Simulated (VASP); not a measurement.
# Quasiparticle energies of GaP in VASP

Wanted: how far GW moves the Kohn-Sham levels of GaP. The cell is of the zinc-blende type, one of the forms listed for this formula. The start is a cell from a database of measured crystal structures.

Main program and level: VASP 6.6.1; PBE; plane waves and PAW (Ga_d_GW, P_GW), in the first sound run; inputs show where later runs differ.

## Step 1: The starting structure

It takes space group F-43m (No. 216, cubic). The conventional cell has a = 5.451 Å, b = 5.451 Å, c = 5.451 Å, α = 90.00°, β = 90.00°, γ = 90.00°. Ga has 4 P at 2.36 Å nearest. Nearest to P lie 4 Ga at 2.36 Å. Farther neighbours are not listed.

## Step 2: Ground state, k-mesh 4×4×4

The orbitals come from a self-consistent PBE run with a tight EDIFF and a narrow smearing. KPOINTS_OPT adds the bands along a path, which shows whether the mesh holds the band edges.

INCAR

```
SYSTEM = GaP
PREC = Accurate
ENCUT = 430
EDIFF = 1E-08
NELM = 100
ISMEAR = 0
SIGMA = 0.01
LREAL = .FALSE.
ALGO = Normal
GGA = PE
NBANDS = 15
LORBIT = 11
LWAVE = .TRUE.
LCHARG = .FALSE.
KPAR = 8
```

POSCAR

```
GaP
1.0
    0.0000000000      2.7252500000      2.7252500000
    2.7252500000      0.0000000000      2.7252500000
    2.7252500000      2.7252500000      0.0000000000
Ga P
1 1
Direct
    0.0000000000      0.0000000000      0.0000000000
    0.2500000000      0.2500000000      0.2500000000
```

KPOINTS

```
Automatic mesh
0
Gamma
4 4 4
0 0 0
```

KPOINTS_OPT

```
Line mode
12
Line-mode
Reciprocal
  0.00000000   0.00000000   0.00000000 GAMMA
  0.50000000   0.00000000   0.50000000 X

  0.50000000   0.00000000   0.50000000 X
  0.50000000   0.25000000   0.75000000 W

  0.50000000   0.25000000   0.75000000 W
  0.37500000   0.37500000   0.75000000 K

  0.37500000   0.37500000   0.75000000 K
  0.00000000   0.00000000   0.00000000 GAMMA

  0.00000000   0.00000000   0.00000000 GAMMA
  0.50000000   0.50000000   0.50000000 L

  0.50000000   0.50000000   0.50000000 L
  0.62500000   0.25000000   0.62500000 U

  0.62500000   0.25000000   0.62500000 U
  0.50000000   0.25000000   0.75000000 W

  0.50000000   0.25000000   0.75000000 W
  0.50000000   0.50000000   0.50000000 L

  0.50000000   0.50000000   0.50000000 L
  0.37500000   0.37500000   0.75000000 K

  0.62500000   0.25000000   0.62500000 U
  0.50000000   0.00000000   0.50000000 X
```

The projector-augmented-wave data sets are Ga_d_GW and P_GW (PBE family, release 64).

On the command line:

```sh
> mpirun -np 8 vasp_std
```

What it wrote:

```text
[banner, memory and clock lines left out]
running    8 mpi-ranks, on    1 nodes
 distrk:  each k-point on    1 cores,    8 groups
 distr:  one band on    1 cores,    1 groups

 POSCAR found type information on POSCAR GaP
 POSCAR found :  2 types and       2 ions
|                                                                             |
|           W    W    AA    RRRRR   N    N  II  N    N   GGGG   !!!           |
|           W    W   A  A   R    R  NN   N  II  NN   N  G    G  !!!           |
|           W    W  A    A  R    R  N N  N  II  N N  N  G       !!!           |
|           W WW W  AAAAAA  RRRRR   N  N N  II  N  N N  G  GGG   !            |
|           WW  WW  A    A  R   R   N   NN  II  N   NN  G    G                |
|           W    W  A    A  R    R  N    N  II  N    N   GGGG   !!!           |
|                                                                             |
|     For optimal performance we recommend to set                             |
|       NCORE = 2 up to number-of-cores-per-socket                            |
|     NCORE specifies how many cores store one orbital (NPAR=cpu/NCORE).      |
|     This setting can greatly improve the performance of VASP for DFT.       |
|     The default, NCORE=1 might be grossly inefficient on modern             |
|     multi-core architectures or massively parallel machines. Do your        |
|     Unfortunately you need to use the default for GW and RPA                |
|     calculations (for HF NCORE is supported but not extensively tested      |
|     yet).                                                                   |
|                                                                             |

 LDA part: xc-table for (Slater+PW92), standard interpolation
 POSCAR, INCAR and KPOINTS ok, starting setup
 FFT: planning ... GRIDC
 FFT: planning ... GRID_SOFT
 FFT: planning ... GRID
 WAVECAR not read
 entering main loop
       N       E                     dE             d eps       ncg     rms          rms(c)
DAV:   1     0.117725133690E+03    0.11773E+03   -0.96269E+03   272   0.136E+03
DAV:   2    -0.412112655167E+00   -0.11814E+03   -0.11390E+03   275   0.325E+02
DAV:   3    -0.894442945254E+01   -0.85323E+01   -0.84321E+01   346   0.112E+02
DAV:   4    -0.926359886950E+01   -0.31917E+00   -0.31911E+00   384   0.217E+01
DAV:   5    -0.926638563568E+01   -0.27868E-02   -0.27867E-02   339   0.150E+00    0.487E+00
DAV:   6    -0.898726357780E+01    0.27912E+00   -0.48901E-01   374   0.147E+01    0.276E+00
DAV:   7    -0.895366692607E+01    0.33597E-01   -0.11256E-01   324   0.295E+00    0.102E+00
DAV:   8    -0.895445028892E+01   -0.78336E-03   -0.91490E-03   270   0.747E-01    0.155E-01
DAV:   9    -0.895494952823E+01   -0.49924E-03   -0.12109E-03   340   0.352E-01    0.518E-02
DAV:  10    -0.895513809361E+01   -0.18857E-03   -0.20978E-04   276   0.118E-01    0.139E-02
DAV:  11    -0.895515048106E+01   -0.12387E-04   -0.23928E-05   395   0.473E-02    0.316E-03
DAV:  12    -0.895515131004E+01   -0.82898E-06   -0.17174E-06   269   0.944E-03    0.650E-04
DAV:  13    -0.895515123999E+01    0.70051E-07   -0.83804E-08   385   0.249E-03    0.111E-04
DAV:  14    -0.895515123743E+01    0.25602E-08   -0.63527E-09   248   0.899E-04
   1 F= -.89551512E+01 E0= -.89551512E+01  d E =-.121801E-47
 Start KPOINTS_OPT (optional k-point list driver)
k-point batch [1-8\120]
       N       E                     dE             ncg
DAV:   1     0.286740544748E+03   -0.13266E+04      256
DAV:   2    -0.705219336234E+03   -0.99196E+03      275
DAV:   3    -0.784818955035E+03   -0.79600E+02      317
DAV:   4    -0.787629217316E+03   -0.28103E+01      350
DAV:   5    -0.787726893290E+03   -0.97676E-01      357
DAV:   6    -0.787729249083E+03   -0.23558E-02      322
DAV:   7    -0.787729367500E+03   -0.11842E-03      371
DAV:   8    -0.787729368609E+03   -0.11088E-05      342
DAV:   9    -0.787729368645E+03   -0.36370E-07      332
DAV:  10    -0.787729368646E+03   -0.10015E-08      260
[...]
k-point batch [113-120\120]
       N       E                     dE             ncg
DAV:   1     0.519216198664E+02   -0.49056E+04      280
DAV:   2    -0.812940189103E+03   -0.86486E+03      261
DAV:   3    -0.878153017588E+03   -0.65213E+02      345
DAV:   4    -0.880619531162E+03   -0.24665E+01      449
DAV:   5    -0.880630687180E+03   -0.11156E-01      296
DAV:   6    -0.880631165949E+03   -0.47877E-03      402
DAV:   7    -0.880631172906E+03   -0.69571E-05      356
DAV:   8    -0.880631173225E+03   -0.31878E-06      417
DAV:   9    -0.880631173230E+03   -0.53070E-08      291
 writing wavefunctions
```

Elapsed: 7.4 s, on 8 MPI ranks of AMD EPYC 7R43, shared host; peak memory 1.1 GiB; 54 s of CPU time.

Lines that name or quote the potential files are left out of all logs, and their timing lines are given in words.

OUTCAR, selected parts (step 2):

```text
ion  position               nearest neighbor table
   1  0.000  0.000  0.000-   2 2.36   2 2.36   2 2.36   2 2.36
   2  0.250  0.250  0.250-   1 2.36   1 2.36   1 2.36   1 2.36

  LATTYP: Found a face centered cubic cell.
 ALAT       =     5.4505000000

 Subroutine GETGRP returns: Found 24 space group operations
 (whereof 24 operations were pure point group operations)

The static configuration has the point symmetry T_d .

 Found      8 irreducible k-points:

   k-points           NKPTS =      8   k-points in BZ     NKDIM =      8   number of bands    NBANDS=     15

   dimension x,y,z NGX =    28 NGY =   28 NGZ =   28
   dimension x,y,z NGXF=    56 NGYF=   56 NGZF=   56

   ENCUT  =  430.0 eV  31.60 Ry    5.62 a.u.   6.52  6.52  6.52*2*pi/ulx,y,z

   NELECT =      18.0000    total number of electrons

 k-points in reciprocal lattice and weights: Automatic mesh
   0.00000000  0.00000000  0.00000000       0.016
   0.25000000  0.00000000  0.00000000       0.125
   0.50000000  0.00000000  0.00000000       0.062
   0.25000000  0.25000000  0.00000000       0.094
   0.50000000  0.25000000  0.00000000       0.375
  -0.25000000  0.25000000  0.00000000       0.188
   0.50000000  0.50000000  0.00000000       0.047
  -0.25000000  0.50000000  0.25000000       0.094

 average (electrostatic) potential at core
       1 -65.6692       2 -74.7321

 E-fermi :   4.5062

 k-point     1 :       0.0000    0.0000    0.0000
  band No.  band energies     occupation
    ...
      5     -10.0914      2.00000
      6      -8.0963      2.00000
      7       4.4052      2.00000
      8       4.4052      2.00000
      9       4.4052      2.00000
     10       6.2183      0.00000
     11       8.2588      0.00000
     12       8.2588      0.00000
     13       8.2588      0.00000
     14      13.2092      0.00000
    ...

 k-point     2 :       0.2500    0.0000    0.0000
  band No.  band energies     occupation
    ...
      5     -10.0900      2.00000
      6      -7.3204      2.00000
      7       0.5160      2.00000
      8       3.7384      2.00000
      9       3.7384      2.00000
     10       6.5414      0.00000
     11       9.1168      0.00000
     12       9.1168      0.00000
     13      10.7465      0.00000
     14      13.3261      0.00000
    ...

 k-point     3 :       0.5000    0.0000    0.0000
  band No.  band energies     occupation
    ...
      5     -10.0839      2.00000
      6      -6.0267      2.00000
      7      -2.2488      2.00000
      8       3.2811      2.00000
      9       3.2811      2.00000
     10       6.0580      0.00000
     11       9.0900      0.00000
     12       9.0900      0.00000
     13      12.6742      0.00000
     14      15.2939      0.00000
    ...

  Total        0.7240806      0.7240806      0.7240806      0.0000000     -0.0000000      0.0000000
  in kB       28.6581707     28.6581707     28.6581707      0.0000000     -0.0000000      0.0000000
  external PRESSURE =      28.6581707 kB  Pullay stress =       0.0000000 kB

  energy-cutoff  :      430.00
  volume of cell :       40.48
      direct lattice vectors                 reciprocal lattice vectors
     0.000000000  2.725250000  2.725250000    -0.183469406  0.183469406  0.183469406
     2.725250000  0.000000000  2.725250000     0.183469406 -0.183469406  0.183469406
     2.725250000  2.725250000  0.000000000     0.183469406  0.183469406 -0.183469406

 POSITION                                       TOTAL-FORCE (eV/Angst)
 -----------------------------------------------------------------------------------
      0.00000      0.00000      0.00000         0.000000      0.000000      0.000000
      1.36262      1.36262      1.36262        -0.000000     -0.000000     -0.000000
 -----------------------------------------------------------------------------------
    total drift:                                0.000011      0.000011      0.000011

  FREE ENERGIE OF THE ION-ELECTRON SYSTEM (eV)
  ---------------------------------------------------
  free  energy   TOTEN  =        -8.9551512374 eV

  energy  without entropy=       -8.9551512374  energy(sigma->0) =       -8.95515124

 total charge
# of ion       s       p       d       tot
------------------------------------------
    1        0.842   0.857   9.966  11.665
    2        1.109   1.750   0.045   2.904
--------------------------------------------------
tot          1.951   2.607  10.011  14.569

[... 3 further parts left out ...]
```

This step gave:

* free energy (TOTEN): -8.955 eV
* Fermi energy: 4.506 eV
* pressure: 2.866 GPa
* least gap on mesh and path: 1.570 eV
* least direct gap on mesh and path: 1.813 eV

The highest empty bands on the path are converged less tightly, to about 0.1 eV. The electronic bands at the labelled points (eV, zero at the valence-band top; v1 is the highest filled band, c1 the lowest empty one):

| point | v3 | v2 | v1 | c1 | c2 | c3 | c4 |
| --- | --- | --- | --- | --- | --- | --- | --- |
| Γ | 0.00 | 0.00 | 0.00 | 1.81 | 3.85 | 3.85 | 3.85 |
| 0.45 of the way | -3.30 | -1.52 | -1.52 | 2.31 | 3.85 | 6.34 | 6.34 |
| X | -6.78 | -2.70 | -2.70 | 1.62 | 1.80 | 10.56 | 10.56 |
| 0.45 of the way | -6.70 | -3.11 | -3.05 | 2.57 | 2.75 | 8.73 | 8.84 |
| W | -6.57 | -3.59 | -3.44 | 4.69 | 4.85 | 6.07 | 6.13 |
| 0.45 of the way | -6.56 | -3.82 | -2.89 | 3.31 | 4.85 | 6.83 | 7.20 |
| K | -6.57 | -3.95 | -2.27 | 2.16 | 4.78 | 8.21 | 8.25 |
| 0.45 of the way | -4.61 | -2.74 | -0.80 | 3.28 | 5.18 | 5.19 | 5.88 |
| Γ | 0.00 | 0.00 | 0.00 | 1.81 | 3.85 | 3.85 | 3.85 |
| 0.45 of the way | -3.49 | -0.59 | -0.59 | 2.21 | 4.65 | 4.65 | 5.97 |
| L | -6.65 | -1.12 | -1.12 | 1.65 | 4.68 | 4.68 | 8.27 |
| 0.45 of the way | -6.50 | -2.77 | -1.55 | 2.76 | 4.71 | 5.73 | 7.97 |
| U | -6.57 | -3.95 | -2.27 | 2.16 | 4.78 | 8.21 | 8.25 |
| 0.45 of the way | -6.56 | -3.86 | -2.74 | 3.00 | 4.83 | 7.08 | 7.47 |
| W | -6.57 | -3.59 | -3.44 | 4.69 | 4.85 | 6.07 | 6.13 |
| 0.55 of the way | -6.46 | -3.01 | -1.81 | 3.29 | 4.26 | 6.23 | 7.95 |
| L | -6.65 | -1.12 | -1.12 | 1.65 | 4.68 | 4.68 | 8.27 |
| 0.55 of the way | -6.45 | -3.17 | -1.69 | 2.73 | 5.06 | 6.13 | 7.60 |
| K | -6.57 | -3.95 | -2.27 | 2.16 | 4.78 | 8.21 | 8.25 |
| jump to U | -6.57 | -3.95 | -2.27 | 2.16 | 4.78 | 8.21 | 8.25 |
| 0.45 of the way | -6.72 | -3.33 | -2.56 | 1.84 | 2.89 | 9.38 | 9.51 |
| X | -6.78 | -2.70 | -2.70 | 1.62 | 1.80 | 10.56 | 10.56 |

Of the projections kept (Ga, P), the largest for each band there; the rest of the weight can lie on other orbitals:

| point | v3 | v2 | v1 | c1 | c2 | c3 | c4 |
| --- | --- | --- | --- | --- | --- | --- | --- |
| Γ | P 0.75 | P 0.75 | P 0.75 | P 0.53 | Ga 0.73 | Ga 0.73 | Ga 0.73 |
| X | Ga 0.73 | P 0.62 | P 0.62 | Ga 0.58 | Ga 0.59 | Ga 0.52 | Ga 0.52 |
| W | Ga 0.74 | P 0.63 | P 0.56 | P 0.75 | P 0.60 | Ga 0.64 | Ga 0.63 |
| K | Ga 0.72 | P 0.59 | P 0.63 | Ga 0.58 | P 0.60 | P 0.52 | P 0.59 |
| Γ | P 0.75 | P 0.75 | P 0.75 | P 0.53 | Ga 0.73 | Ga 0.73 | Ga 0.73 |
| L | Ga 0.60 | P 0.67 | P 0.67 | Ga 0.57 | Ga 0.62 | Ga 0.62 | P 0.65 |

The electronic bands as a text plot (rows in eV, shown from -6.8 to 3.9 only):

```
    3.6 |+++ +      +             +                 +
    3.2 |     +     +  +   ++++                      +
    2.7 | +++  +          +    ++           ++  +     +   ++   +
    2.3 |+      +  +    ++       + +++     +  ++       +    ++
    1.9 |    +++ ++               +   +++++             ++    +++
    1.4 |       ++
    1.0 |
    0.5 |
    0.1 |*                      ****
   -0.4 |**                   ****  **
   -0.8 | **                 * *      **
   -1.2 |   *              **   *  *    ****           ****
   -1.7 |  * *            *         *       **       *** * *
   -2.1 |     *          *    **           *  **            **
   -2.6 |   *  ****     *    *       *      *   *   * *   *   ***
   -3.0 |          *   *                         * * *     *   *
   -3.5 |           ***    **                *    * *
   -3.9 |    *         ****   *               **** *        ***
   -4.3 |                             *
   -4.8 |     *              *         *
   -5.2 |                   *
   -5.7 |      *           *
   -6.1 |       *         *             *
   -6.6 |        *********               ************************
         Γ       X    W  K        Γ      L     U  W     L   K|U X
```

The cell has a gap of 1.57 eV on mesh and path and a pressure of +2.9 GPa, which holds the misfit of the given cell and coordinates with this functional, and any error of cutoff, mesh and data sets. Spin-orbit coupling is left out, which can shift or reorder these edges.

## Step 3: Empty bands, k-mesh 4×4×4

ALGO = Exact makes the empty bands from the converged ground state in one step. LOPTICS writes the k-derivatives of the orbitals (WAVEDER), which give the long-wavelength limit of the screening.

INCAR

```
SYSTEM = GaP
PREC = Accurate
ENCUT = 430
ISMEAR = 0
SIGMA = 0.01
LREAL = .FALSE.
GGA = PE
NBANDS = 96
ALGO = Exact
NELM = 1
LWAVE = .TRUE.
LCHARG = .FALSE.
LOPTICS = .TRUE.
NEDOS = 1000
CSHIFT = 0.1
```

POSCAR is that of step 2.

KPOINTS is that of step 2.

On the command line:

```sh
> mpirun -np 8 vasp_std
```

What it wrote:

```text
[banner, memory and clock lines left out]
running    8 mpi-ranks, on    1 nodes
 distrk:  each k-point on    8 cores,    1 groups
 distr:  one band on    1 cores,    8 groups

 POSCAR found type information on POSCAR GaP
 POSCAR found :  2 types and       2 ions
 [... a notice as in an earlier step ...]

 LDA part: xc-table for (Slater+PW92), standard interpolation
 found WAVECAR, reading the header
  number of bands has changed, file:    15 present:    96
  trying to continue reading WAVECAR, but it might fail
 POSCAR, INCAR and KPOINTS ok, starting setup
 FFT: planning ... GRIDC
 FFT: planning ... GRID_SOFT
 FFT: planning ... GRID
 reading WAVECAR
 random initialization beyond band           15
 the WAVECAR file was read successfully
 initial charge from wavefunction
 entering main loop
       N       E                     dE             d eps       ncg     rms          rms(c)
DIA:   1    -0.895515124013E+01   -0.89552E+01    0.00000E+00     0   0.000E+00
   1 F= -.89551512E+01 E0= -.89551512E+01  d E =-.107666E-18
 writing wavefunctions
 optical routines
 imaginary and real dielectric function
 recalculating local potential from charge density
 direction            1
 direction            2
 direction            3
```

Run time: 3.6 s. Hardware: 8 MPI ranks; peak memory 0.85 GiB; 24 s of CPU time.

From OUTCAR (step 3):

```text
The static configuration has the point symmetry T_d .

 Found      8 irreducible k-points:

   k-points           NKPTS =      8   k-points in BZ     NKDIM =      8   number of bands    NBANDS=     96

   NELECT =      18.0000    total number of electrons

 E-fermi :   4.4647

 k-point     2 :       0.2500    0.0000    0.0000
  band No.  band energies     occupation
    ...
      5     -10.0901      2.00000
      6      -7.3204      2.00000
      7       0.5160      2.00000
      8       3.7384      2.00000
      9       3.7384      2.00000
     10       6.5414      0.00000
     11       9.1167      0.00000
     12       9.1168      0.00000
     13      10.7465      0.00000
     14      13.3261      0.00000
    ...

 k-point     3 :       0.5000    0.0000    0.0000
  band No.  band energies     occupation
    ...
      5     -10.0840      2.00000
      6      -6.0267      2.00000
      7      -2.2488      2.00000
      8       3.2811      2.00000
      9       3.2811      2.00000
     10       6.0580      0.00000
     11       9.0900      0.00000
     12       9.0900      0.00000
     13      12.6742      0.00000
     14      15.2939      0.00000
    ...

  Total        0.7267458      0.7267458      0.7267458      0.0000000      0.0000000      0.0000000
  in kB       28.7636566     28.7636566     28.7636566      0.0000000      0.0000000      0.0000000
  external PRESSURE =      28.7636566 kB  Pullay stress =       0.0000000 kB

 POSITION                                       TOTAL-FORCE (eV/Angst)
 -----------------------------------------------------------------------------------
      0.00000      0.00000      0.00000        -0.000000     -0.000000     -0.000000
      1.36262      1.36262      1.36262         0.000000      0.000000      0.000000
 -----------------------------------------------------------------------------------
    total drift:                                0.000011      0.000011      0.000011

  FREE ENERGIE OF THE ION-ELECTRON SYSTEM (eV)
  ---------------------------------------------------
  free  energy   TOTEN  =        -8.9551512401 eV

  energy  without entropy=       -8.9551512401  energy(sigma->0) =       -8.95515124

 plasma frequency squared (from intraband transitions) (eV^2)
  --------------------------------------------------------------------------------------
       0.000       0.000      -0.000
       0.000       0.000       0.000
      -0.000       0.000       0.000

[... 10 parts as in an earlier step ...]

[... 2 further parts left out ...]
```

The gap is read on the k-mesh alone, so it is an upper bound where the band edges lie off the mesh.

A gap read on the k-mesh alone can miss the band edges.

Numbers from this step:

* gap on the k-mesh: 1.625 eV
* least direct gap on the k-mesh: 1.813 eV

WAVECAR now holds 96 bands for 18 electrons. Its independent-particle dielectric tensor has xx, yy, zz = 19.7, 19.7, 19.7 on this mesh, which isn't tested for convergence in mesh or bands and lacks local fields.

(Continued in part 2 of 3.)

[Lines on the potential files, build, host, timing and source positions are cut from VASP's logs without a mark.]

[Logs are printed without paths, hosts, clocks, repeated set-up lines and the standing remarks that a program may print on its own settings, such as how far it seeks lower states.]

[Hosts, paths, dates, database ids (printed as entryN), source tags and the programs' standing remarks are cut or masked in the printed files.]

[Pressures printed for these runs are not shown converged in the cutoff: they can be off by several GPa and have the wrong sign.]
